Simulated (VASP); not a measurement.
Computed with PBE GGA, VASP's PBE PAW potentials (set 64) (plane waves; VASP).

The input files of a VASP run:

INCAR:
```
ENCUT = 300
LWAVE = .FALSE.
LASPH = .TRUE.   # aspherical one-centre terms
SYSTEM = CuZn
LREAL = .FALSE.   # projection in real space or not
ISIF = 2   # forces and stress, cell fixed
ALGO = Normal   # blocked Davidson
LCHARG = .FALSE.
ISMEAR = 1
SIGMA = 0.3
NELM = 100   # most electronic steps
GGA = PE
PREC = Accurate
EDIFF = 1E-6
LMAXMIX = 4   # l cut-off of mixed one-centre charges
```

File KPOINTS:
```
Automatic mesh
0
Gamma
11 11 11
0.5 0.5 0.5
```

File POSCAR:
```
CuZn
1
    2.9500000000     0.0000000000     0.0000000000
    0.0000000000     2.9500000000     0.0000000000
    0.0000000000     0.0000000000     2.9500000000
Zn Cu
1 1
Direct
  0.5000000000   0.5000000000   0.5000000000
  0.0000000000   0.0000000000   0.0000000000
```

POTCAR, in this order: Zn Cu (PBE.64 set). Program: vasp_std.

What VASP printed:

File OSZICAR:
```
       N       E                     dE             d eps       ncg     rms          rms(c)
DAV:   1     0.885179133051E+02    0.88518E+02   -0.83351E+03  1744   0.170E+03
DAV:   2    -0.403282594379E+01   -0.92551E+02   -0.90258E+02  1680   0.277E+02
DAV:   3    -0.606962590214E+01   -0.20368E+01   -0.20311E+01  2051   0.542E+01
DAV:   4    -0.608237079325E+01   -0.12745E-01   -0.12743E-01  1946   0.376E+00
DAV:   5    -0.608253030368E+01   -0.15951E-03   -0.15951E-03  2161   0.454E-01    0.947E+00
DAV:   6    -0.594002312993E+01    0.14251E+00   -0.17084E+01  1881   0.102E+02    0.600E+00
DAV:   7    -0.501545074949E+01    0.92457E+00   -0.38156E+00  1776   0.984E+01    0.222E+00
DAV:   8    -0.501861314975E+01   -0.31624E-02   -0.19256E-01  2272   0.592E+00    0.127E+00
DAV:   9    -0.500885685792E+01    0.97563E-02   -0.22566E-02  1967   0.372E+00    0.465E-02
DAV:  10    -0.500887089344E+01   -0.14036E-04   -0.51531E-04  2384   0.367E-01    0.250E-02
DAV:  11    -0.500887218549E+01   -0.12920E-05   -0.16971E-05  2343   0.998E-02    0.119E-02
DAV:  12    -0.500887096963E+01    0.12159E-05   -0.10441E-06  1317   0.333E-02    0.206E-03
DAV:  13    -0.500887097618E+01   -0.65515E-08   -0.40230E-07  1064   0.162E-02
   1 F= -.50088710E+01 E0= -.50095815E+01  d E =0.213159E-02
```

**OUTCAR**
```
------------------------ aborting loop because EDIFF is reached ----------------------------------------
  FORCE on cell =-STRESS in cart. coord.  units (eV):
  Direction    XX          YY          ZZ          XY          YZ          ZX
  --------------------------------------------------------------------------------------
  Total        0.1379286      0.1379286      0.1379286      0.0000000      0.0000000     -0.0000000
  in kB        8.6079348      8.6079348      8.6079348      0.0000000      0.0000000     -0.0000000
  external PRESSURE =       8.6079348 kB  Pullay stress =       0.0000000 kB
  volume of cell :       25.67
      direct lattice vectors                 reciprocal lattice vectors
     2.950000000  0.000000000  0.000000000     0.338983051  0.000000000  0.000000000
     0.000000000  2.950000000  0.000000000     0.000000000  0.338983051  0.000000000
     0.000000000  0.000000000  2.950000000     0.000000000  0.000000000  0.338983051
 POSITION                                       TOTAL-FORCE (eV/Angst)
 -----------------------------------------------------------------------------------
      1.47500      1.47500      1.47500         0.000000      0.000000      0.000000
      0.00000      0.00000      0.00000         0.000000      0.000000      0.000000
 -----------------------------------------------------------------------------------
    total drift:                                0.000000     -0.000000      0.000000
  FREE ENERGIE OF THE ION-ELECTRON SYSTEM (eV)
  ---------------------------------------------------
  free  energy   TOTEN  =        -5.0088709762 eV

  energy  without entropy=       -5.0110025670  energy(sigma->0) =       -5.00958151
```
(Selected blocks of OUTCAR.)

At this cut-off the stress carries a Pulay error, which pulls relaxed volumes low.

The structure is a typed CuZn crystal. The cell was not relaxed at this level. The run is one of a series of settings (SIGMA = 0.3 against the base run), some of them coarse on purpose. The electron count is odd and the run is not spin-polarised, which forces a metal.
